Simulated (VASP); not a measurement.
Data:

```xyz
6
Lattice="4.2444 0.0000 0.0000 0.0000 4.2444 0.0000 0.0000 0.0000 4.2444" Properties=species:S:1:pos:R:3 pbc="T T T"
Cu     3.1833     1.0611     3.1833
Cu     1.0611     3.1833     3.1833
Cu     3.1833     3.1833     1.0611
Cu     1.0611     1.0611     1.0611
O      0.0000     0.0000     0.0000
O      2.1222     2.1222     2.1222
```

Computed with r2SCAN+rVV10, VASP's PBE PAW potentials (set 64) (plane waves; VASP 6.6.1). Numerical set-up: 520 eV cut-off, 5×5×5 Γ-centred mesh, Gaussian smearing of 0.050 eV, potentials Cu O.

Question: What does the run give for the energy per atom (σ→0), band gap (on the k-mesh) with the smallest direct gap where there is one?

Answer: 
```
Quantity                                      Value
-----------------------------------  --------------
band gap (on the k-mesh)                    0.78 eV
smallest direct gap (on the k-mesh)         0.78 eV
energy per atom (σ→0)                -9.425 eV/atom
```

Only differences to runs with the same potentials and settings are physical.

The compound is Cu2O in the cuprite structure. It was relaxed first.
